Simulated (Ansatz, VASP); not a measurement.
# Os (Osmium) in two plane-wave programs

Aim: how closely do two programs agree when they are given the same cell, functional and k mesh? Of the first pair: The structure shown is the end of the Ansatz relaxation below.

Calculated with Ansatz 0.2.0; plane waves, with VASP 6.6.1 beside it; single point at PBE and relaxation of cell and atoms at PBE.

**1. The structure**

It takes space group P6_3/mmc (No. 194, hexagonal). Conventional cell: a = 2.740 Å, b = 2.740 Å, c = 4.327 Å, α = 90.00°, β = 90.00°, γ = 120.00°. Os has 12 Os at 2.68 to 2.74 Å nearest.

Structure file:

```cif
data_structure
_symmetry_space_group_name_H-M 'P 1'
_symmetry_Int_Tables_number 1
_cell_length_a 2.7396
_cell_length_b 2.7396
_cell_length_c 4.3266
_cell_angle_alpha 90.000
_cell_angle_beta 90.000
_cell_angle_gamma 120.000
_cell_volume 28.12
loop_
_atom_site_label
_atom_site_type_symbol
_atom_site_fract_x
_atom_site_fract_y
_atom_site_fract_z
_atom_site_occupancy
Os1 Os 0.33333 0.66667 0.25000 1
Os2 Os 0.66667 0.33333 0.75000 1
```

**2. Ansatz: relaxation, PBE**

Ansatz runs on its default PAW (the set named soft_2) files.

This run makes the geometry at which the two programs are then compared.

input.yaml reads:

```yaml
crystal:
  lattice:
    - [2.7403212221, 0.0, 0.0]
    - [-1.370160611, 2.3731877929, 0.0]
    - [0.0, 0.0, 4.324508184]
  atoms:
    - { symbol: Os, position: [0.3333333333, 0.6666666667, 0.25] }
    - { symbol: Os, position: [0.6666666667, 0.3333333333, 0.75] }
kpoints:
  mp_grid: { grid: [21, 21, 12] }
hamiltonian:
  xc: pbe
scf:
  occupations: { method: methfessel_paxton, width: 0.2 }
output:
  forces: true
  stress: true
  eigenvalues: true
relax:
  adjacent_minimum: "off"
  f_tol: 0.001
  max_steps: 60
  cell: { stress_tol: 0.01, fix: [volume] }
```

Command:

```console
$ ansatz run input.yaml --threads 8 --pin off --max-ram 14336MiB --backend cpu --events-out ev --progress --plain --runs-dir out
```

Numbers of over 12 decimals in the logs are rounded to 6 here.

The program printed:

```text
Engine: ansatz 0.2.0, x86_64-unknown-linux-gnu
Pseudopotentials: kind: paw
Pseudopotential: Os, paw, valence charge 16, recommended cutoff 420 eV (normal), Os.paw.azcp
Functional definition: PBE
  parameter kappa = 0.804
  parameter beta = 0.066725
  exchange = pbe_x(kappa = kappa, mu = beta*pi^2/3)
  correlation = pbe_c(beta = beta)
Crystal: 2 atoms, lattice volume = 28.124 Å³
Basis set: ecut = 420 eV, 561 PW (Γ), exchange–correlation on 40×40×60 points (8 copies of the dense FFT grid, shifted against one another)
Bands: 20, of which v1, the nominal top of the filled ones, is band 16 counted from 1 (15 counted from 0)
Symmetry: 24 space group operations
Space group: P63/mmc (ITA 194), of the structure as read, at distance tolerance 3.0e-5 Å
k-points: 336 of 5292
Non-local potential: Os, projectors of the file, l = 0: 3, l = 1: 2, l = 2: 2, l = 3: 1
PAW form: soft (Blöchl's): semilocal exchange-correlation on the pseudo side does not see the compensation charge
PAW one-centre angular grid: Os, 590 points (default); XC on 64 Gauss nodes
Initial density: superposition of atomic densities (neutral atoms: chi_scale 0, normalization atom), corrected by the library's trained network
Initial wavefunctions: pseudopotential atomic-orbital guess
Functional: x = pbe(κ = 0.804, μ = 0.219515), c = pbe(β = 0.066725)
SCF iter   1: F=—  HF=-22769.081206 eV  |F-HF|=—  |Δ(HF+E_count)|=         —  Δρ=9.41e-3  dr2=9.13e-3  ethr=1.77e-3  ⟨swp⟩=4.7  Hψ=26112  notcnv=0
preconditioner: auto → none  [metal: Δε(μ)=0.009 eV  Ē_g=6.825 eV  σ=0.200 eV  W_gap=0.04  n_scr=8 (ndim 8)  ℏωp=28.0 eV  f_vac=0.000  D(μ)=1.36/eV (n_scr^D=10)  sad-step TF]
SCF iter   2: F=—  HF=-22769.084135 eV  |F-HF|=—  |Δ(HF+E_count)|=   2.93e-3  S|Δr|=    0.00e0  Δρ=5.51e-3  dr2=3.08e-3  ethr=2.85e-5  ⟨swp⟩=1.7  Hψ=11052  notcnv=0
SCF iter   3: F=—  HF=-22769.085564 eV  |F-HF|=—  |Δ(HF+E_count)|=   1.43e-3  S|Δr|=    0.00e0  Δρ=2.47e-4  dr2=9.18e-6  ethr=9.61e-6  ⟨swp⟩=2.0  Hψ=9394  notcnv=0
SCF iter   4: F=—  HF=-22769.085590 eV  |F-HF|=—  |Δ(HF+E_count)|=   2.65e-5  S|Δr|=    0.00e0  Δρ=5.28e-5  dr2=3.85e-7  ethr=2.87e-8  ⟨swp⟩=2.2  Hψ=10143  notcnv=0
SCF iter   5: F=-22769.085590 eV  HF=-22769.085590 eV  |F-HF|=6.58e-10  |Δ(HF+E_count)|=   1.74e-8  S|Δr|=    0.00e0  Δρ=5.55e-6  dr2=4.14e-9  ethr=3.13e-10  ⟨swp⟩=5.3  Hψ=26827  notcnv=0
SCF 1 converged in 5 iterations: F = -22769.085590 eV  dr2 = 4.14e-9
  greatest PAW one-centre occupation: 1.000 electrons in one spin orbital (limit 2), on the Os atom at site 1 (counted from 0), in its partial waves of l = 0
relax step   1: F+E_penalty+E_count = -22769.08559008 eV  Δ(F+E_penalty+E_count) = +0.000e0 eV  max|allowed force component| = 2.776e-17 eV/Å  Δτ_max = 0.0000 Å  P = +6.244 GPa  Ω = 28.124 Å³  fix = [volume]  reactions: volume +6.244 GPa  (5 SCF iters, dr2 threshold 1.00e-7 eV, accepted)
[...]
relax step   2: F+E_penalty+E_count = -22769.08556717 eV  Δ(F+E_penalty+E_count) = +2.291e-5 eV  max|allowed force component| = 3.701e-17 eV/Å  Δτ_max = 0.0000 Å  P = +6.210 GPa  Ω = 28.124 Å³  energy of the carried Pulay correction = -1.254e-6 eV  fix = [volume]  (3 SCF iters, dr2 threshold 2.00e-7 eV, rejected (line search))
[...]
relax step   3: F+E_penalty+E_count = -22769.08560840 eV  Δ(F+E_penalty+E_count) = -1.832e-5 eV  max|allowed force component| = 1.018e-16 eV/Å  Δτ_max = 0.0000 Å  P = +6.230 GPa  Ω = 28.124 Å³  energy of the carried Pulay correction = -5.087e-7 eV  fix = [volume]  reactions: volume +6.230 GPa  (5 SCF iters, accepted)
[...]
relax step   4: F+E_penalty+E_count = -22769.08560905 eV  Δ(F+E_penalty+E_count) = -6.521e-7 eV  max|allowed force component| = 9.714e-17 eV/Å  Δτ_max = 0.0000 Å  P = +6.230 GPa  Ω = 28.124 Å³  fix = [volume]  reactions: volume +6.230 GPa  stress off target by 5.08e-4 GPa on what of the cell is left free  SCF on the basis re-selected at this cell (its energy is not comparable with the rows above)  (4 SCF iters)
basis re-selected at this cell: Δ(F+E_penalty+E_count) = -6.521e-7 eV, ΔP = -0.000 GPa vs the last step (what re-selecting the basis moved, of the pressure what is left beyond the Pulay correction that the steps carried, after the strain that the cell walked since its last selection, with what the two solves' SCF thresholds leave and, on support functions, any second-order correction that the steps lacked; it is no m [...]
SCF converged after 4 iterations
Stability not checked: this state was not tested for a lower state beside it, because cold or Methfessel-Paxton smearing, or corrected tetrahedra, fill the levels in a way that the test cannot read (fill_not_monotonic; see scf.lower_state_search)
Free energy (F): -22769.085609 eV
Harris-Foulkes:  -22769.085609 eV  (|F-HF|=7.28e-12)
Internal energy: -22769.084142 eV  (E = F + TS)
E sigma→0 (E₀):  -22769.085242 eV
Entropy (-TS):   -0.001467 eV (-0.733 meV/atom)
Fermi energy:    25.874463 eV
--- Per-component energies (eV) ---
  E_band       = -134.447077
  E_kinetic    = 1124.355072
  E_local      = -1576.517627  (includes V_loc(G=0)·N_el)
  E_nonlocal   = -3.833493
  E_hartree    = 654.645138
  E_xc         = -533.892721
  E_vxc        = -568.777924  (∫ρ·V_xc dr)
  E_paw        = -18023.602991  (= ΣΔE_a)
  E_vpaw       = -418.963190  (= ΣTr[D̂ρ^β])
  E_aug_tail   = -0.000175  (compensation charges beyond the density's cutoff)
  E_ewald      = -4410.237346
  E_smearing   = -0.001467  (= −TS)
  E_closure    = -0.000000  (closes the sum)
  Σ components = -22769.085609   (vs F -22769.085609, Δ=0.00e0)
--- Forces (eV/Å), atoms counted from 1 ---
  atom   1  Os     0.00000000     0.00000000     0.00000000
  atom   2  Os    -0.00000000    -0.00000000     0.00000000
  max |Σ_I F_I| component: 5.55e-17 eV/Å
--- Stress (GPa, compression-positive) ---
        6.230438       0.000000       0.000000
        0.000000       6.230438       0.000000
        0.000000       0.000000       6.229677
  P = ⅓ Tr σ = 6.2302 GPa (62.302 kbar)
--- Band table (eV; the first three rows and the last of 336) ---
  k-point 0: bands = [... 12 lower, 23.0785, 23.6550, 23.6550, 24.3005, 24.3005, 25.8711, 27.5375, 27.5375]
  k-point 1: bands = [... 12 lower, 23.0272, 23.5968, 23.5968, 24.4368, 24.4368, 25.5777, 27.5509, 27.5509]
  k-point 2: bands = [... 12 lower, 22.8836, 23.4398, 23.4398, 24.7836, 24.7836, 24.8471, 27.5679, 27.5679]
  k-point 335: bands = [... 12 lower, 22.4365, 22.4365, 24.4972, 24.4972, 27.4762, 27.4762, 34.1480, 34.1480]
--- Relaxed structure (3 steps of the walk, 2 accepted, 1 SCFs on fresh bases) ---
  F+E_penalty+E_count = -22769.08560905 eV   max|allowed force component| = 9.714e-17 eV/Å   (the final SCF, on the basis selected at the relaxed cell)
  cell:  # Å, volume = 28.1236 Å³
    - [2.739646, -2.8860425884100844e-11, 0.0]
    - [-1.369823, 2.372603, 0.0]
    - [0.0, 0.0, 4.326640]
  atoms:
    - { symbol: Os, position: [0.333333, 0.666667, 0.250000] }
    - { symbol: Os, position: [0.666667, 0.333333, 0.750000] }
```

**3. VASP: single point, PBE, pair 1**

The same cell, functional, mesh and smearing now go to VASP, with its own data sets.

Lines of VASP's logs that name or quote its potential files are left out, and so is its time.

INCAR reads:

```
SYSTEM = Os
PREC = Accurate
ENCUT = 600
EDIFF = 1E-06
NELM = 120
ISMEAR = 1
SIGMA = 0.2
LREAL = .FALSE.
ALGO = Normal
GGA = PE
NBANDS = 14
LASPH = .TRUE.
LORBIT = 11
LWAVE = .FALSE.
LCHARG = .FALSE.
ISIF = 2
GGA_COMPAT = .FALSE.
KPAR = 2
```

POSCAR reads:

```
Os
1.0
    2.7396461118      0.0000000000      0.0000000000
   -1.3698230559      2.3726031302      0.0000000000
    0.0000000000      0.0000000000      4.3266397586
Os
2
Direct
    0.3333333333      0.6666666667      0.2500000000
    0.6666666667      0.3333333333      0.7500000000
```

KPOINTS reads:

```
Automatic mesh
0
Gamma
21 21 12
0 0 0
```

PAW data sets: Os (PBE family, release 64).

Command:

```console
$ mpirun -np 2 vasp_std
```

The program printed:

```text
[banner, memory and clock lines left out]
running    2 mpi-ranks, on    1 nodes
 distrk:  each k-point on    1 cores,    2 groups
 distr:  one band on    1 cores,    1 groups

 POSCAR found type information on POSCAR Os
 POSCAR found :  1 types and       2 ions
 LDA part: xc-table for (Slater+PW92), standard interpolation
 POSCAR, INCAR and KPOINTS ok, starting setup
 FFT: planning ... GRIDC
 FFT: planning ... GRID_SOFT
 FFT: planning ... GRID
 WAVECAR not read
 entering main loop
       N       E                     dE             d eps       ncg     rms          rms(c)
DAV:   1     0.119168162113E+03    0.11917E+03   -0.82142E+03  9408   0.124E+03
DAV:   2    -0.174185048770E+02   -0.13659E+03   -0.12030E+03  9654   0.369E+02
DAV:   3    -0.238314122617E+02   -0.64129E+01   -0.60759E+01 12450   0.696E+01
DAV:   4    -0.239037774655E+02   -0.72365E-01   -0.72023E-01 10152   0.781E+00
DAV:   5    -0.239041961547E+02   -0.41869E-03   -0.41867E-03 12346   0.534E-01    0.229E+01
DAV:   6    -0.228217640018E+02    0.10824E+01   -0.97595E-01 11666   0.873E+00    0.104E+01
DAV:   7    -0.224988415765E+02    0.32292E+00   -0.68475E-01 11882   0.718E+00    0.488E-01
DAV:   8    -0.224931416350E+02    0.56999E-02   -0.64730E-03  9522   0.630E-01    0.302E-01
DAV:   9    -0.224906931401E+02    0.24485E-02   -0.15076E-03 11094   0.415E-01    0.505E-02
DAV:  10    -0.224907233295E+02   -0.30189E-04   -0.61052E-05 11802   0.710E-02    0.903E-03
DAV:  11    -0.224906977401E+02    0.25589E-04   -0.50787E-06 10548   0.250E-02    0.105E-03
DAV:  12    -0.224906969224E+02    0.81769E-06   -0.94955E-08  5772   0.328E-03
   1 F= -.22490697E+02 E0= -.22490204E+02  d E =-.147736E-02
```

Parts of OUTCAR (step 3):

```text
ion  position               nearest neighbor table
   1  0.333  0.667  0.250-   2 2.68   2 2.68   2 2.68   2 2.68   2 2.68   2 2.68
   2  0.667  0.333  0.750-   1 2.68   1 2.68   1 2.68   1 2.68   1 2.68   1 2.68

  LATTYP: Found a hexagonal cell.
 ALAT       =     2.7396461118
 C/A-ratio  =     1.5792695779

 Subroutine GETGRP returns: Found 24 space group operations
 (whereof 12 operations were pure point group operations)

The static configuration has the point symmetry D_3d.
 The point group associated with its full space group is D_6h.

 Found    336 irreducible k-points:

   k-points           NKPTS =    336   k-points in BZ     NKDIM =    336   number of bands    NBANDS=     14

   dimension x,y,z NGX =    24 NGY =   24 NGZ =   36
   dimension x,y,z NGXF=    48 NGYF=   48 NGZF=   72

   ENCUT  =  600.0 eV  44.10 Ry    6.64 a.u.   5.47  5.47  8.64*2*pi/ulx,y,z

   NELECT =      16.0000    total number of electrons

 k-points in reciprocal lattice and weights: Automatic mesh
   0.00000000  0.00000000  0.00000000       0.000
   0.04761905  0.00000000  0.00000000       0.001
   0.09523810  0.00000000  0.00000000       0.001
   0.14285714  0.00000000  0.00000000       0.001
   0.19047619  0.00000000  0.00000000       0.001
   0.23809524  0.00000000  0.00000000       0.001
   0.28571429  0.00000000  0.00000000       0.001
   0.33333333 -0.00000000  0.00000000       0.001
   0.38095238  0.00000000  0.00000000       0.001
[...]
0.33333333  0.28571429  0.50000000       0.002
   0.33333333  0.33333333  0.50000000       0.000

 average (electrostatic) potential at core
       1 -43.3233       2 -43.3233

 E-fermi :   9.4100

 k-point     1 :       0.0000    0.0000    0.0000
  band No.  band energies     occupation
    ...
      6       7.1895      2.00000
      7       7.1895      2.00000
      8       7.8339      2.00000
      9       7.8339      2.00000
     10       9.4198      0.91695
     11      11.0626     -0.00000
     12      11.0626     -0.00000
     13      18.4057      0.00000
     14      23.4228      0.00000

 k-point     2 :       0.0476    0.0000    0.0000
  band No.  band energies     occupation
    ...
      6       7.1329      2.00000
      7       7.2647      2.00000
      8       7.7279      2.00000
      9       7.7675      2.00000
     10       8.9345      2.00393
     11      11.1091     -0.00000
     12      11.6783     -0.00000
     13      18.3993      0.00000
     14      23.6141      0.00000

 k-point     3 :       0.0952    0.0000    0.0000
  band No.  band energies     occupation
    ...
      6       7.1470      2.00000
      7       7.3091      2.00000
      8       7.4876      2.00000
      9       7.5860      2.00000
     10       8.3164      2.00000
     11      11.2322     -0.00000
     12      12.7924     -0.00000
     13      18.3693      0.00000
     14      24.1503      0.00000

  Total        1.1175842      1.1175842      1.0993325     -0.0000000     -0.0000000      0.0000000
  in kB       63.6679018     63.6679018     62.6281159     -0.0000000     -0.0000000      0.0000000
  external PRESSURE =      63.3213065 kB  Pullay stress =       0.0000000 kB

  energy-cutoff  :      600.00
  volume of cell :       28.12
      direct lattice vectors                 reciprocal lattice vectors
     2.739646112  0.000000000  0.000000000     0.365010647  0.210738995  0.000000000
    -1.369823056  2.372603130  0.000000000     0.000000000  0.421477991  0.000000000
     0.000000000  0.000000000  4.326639759     0.000000000  0.000000000  0.231126245

 POSITION                                       TOTAL-FORCE (eV/Angst)
 -----------------------------------------------------------------------------------
     -0.00000      1.58174      1.08166         0.000000      0.000000      0.000000
      1.36982      0.79087      3.24498        -0.000000      0.000000      0.000000
 -----------------------------------------------------------------------------------
    total drift:                               -0.000000      0.000000     -0.000000

  FREE ENERGIE OF THE ION-ELECTRON SYSTEM (eV)
  ---------------------------------------------------
  free  energy   TOTEN  =       -22.4906969224 eV

  energy  without entropy=      -22.4892195623  energy(sigma->0) =      -22.49020447

 total charge
# of ion       s       p       d       tot
------------------------------------------
    1        0.663   0.784   6.017   7.464
    2        0.663   0.784   6.017   7.464
--------------------------------------------------
tot          1.325   1.569  12.034  14.928

[... 3 further parts left out ...]
```

The run ends at a pressure of 6.33 GPa.

**4. Differences**

Known differences besides the potentials themselves: the data sets hold 32 valence electrons in Ansatz (on its default PAW (the set named soft_2) files) and 16 in VASP; the cutoff is 420 eV in Ansatz and 600 eV in VASP; Ansatz's pressure holds a Pulay correction, VASP's none. Total energies have different zeros and are not compared.

Both answers:

```
      quantity  Ansatz  VASP  difference
pressure (GPa)    6.23  6.33       -0.10
```

**5. Ansatz: relaxation of cell and atoms, PBE**

The relaxed volume is the usual yardstick between codes: in a stiff, nearly cubic crystal its relative difference is about their pressure difference at one cell divided by the bulk modulus.

The cell is taken from a series of runs on this material, whose earlier steps may have relaxed, scaled, displaced or heated it; both programs get it as it stands.

Edit input.yaml of step 2 so:

```diff
@@ -2,5 +2,5 @@
   lattice:
-    - [2.7403212221, 0.0, 0.0]
-    - [-1.370160611, 2.3731877929, 0.0]
-    - [0.0, 0.0, 4.324508184]
+    - [2.7542629751, 0.0, 0.0]
+    - [-1.3771314875, 2.3852617051, 0.0]
+    - [0.0, 0.0, 4.3463717459]
   atoms:
@@ -18,2 +18,6 @@
   eigenvalues: true
+  write_density: true
+  write_potential: true
+  elf: true
+  volumetric_format: npy
 relax:
@@ -22,2 +26,2 @@
   max_steps: 60
-  cell: { stress_tol: 0.01, fix: [volume] }
+  cell: { stress_tol: 0.01 }
```

Command:

```console
$ ansatz run input.yaml --threads 8 --pin off --max-ram 14336MiB --backend cpu --events-out ev --progress --plain --runs-dir out
```

The program printed:

```text
[...]
Crystal: 2 atoms, lattice volume = 28.554 Å³
Basis set: ecut = 420 eV, 573 PW (Γ), exchange–correlation on 40×40×60 points (8 copies of the dense FFT grid, shifted against one another)
Bands: 20, of which v1, the nominal top of the filled ones, is band 16 counted from 1 (15 counted from 0)
Symmetry: 24 space group operations
[...]
k-points: 336 of 5292
[...]
k-point 335: bands = [... 12 lower, 22.0304, 22.0304, 24.0667, 24.0667, 26.9714, 26.9714, 33.5377, 33.5377]
--- Relaxed structure (3 steps of the walk, 2 accepted, 1 SCFs on fresh bases) ---
[...]
cell:  # Å, volume = 28.5518 Å³
    - [2.754161, -2.8866501383976076e-11, 0.0]
    - [-1.377081, 2.385174, 0.0]
    - [0.0, 0.0, 4.346350]
  atoms:
    - { symbol: Os, position: [0.333333, 0.666667, 0.25] }
    - { symbol: Os, position: [0.666667, 0.333333, 0.750000] }
[key lines of the parts left out:]
SCF converged after 4 iterations
Free energy (F): -22769.093818 eV
Fermi energy:    25.408177 eV
P = ⅓ Tr σ = 0.0002 GPa (0.002 kbar)
```

(Part 1 of 2 ends here.)

[Lines on the potential files, build, host, timing and source positions are cut from VASP's logs without a mark.]

[Logs are printed without paths, hosts, clocks, repeated set-up lines and the standing remarks that a program may print on its own settings, such as how far it seeks lower states.]

[Hosts, paths, dates, database ids (printed as entryN), source tags and the programs' standing remarks are cut or masked in the printed files.]
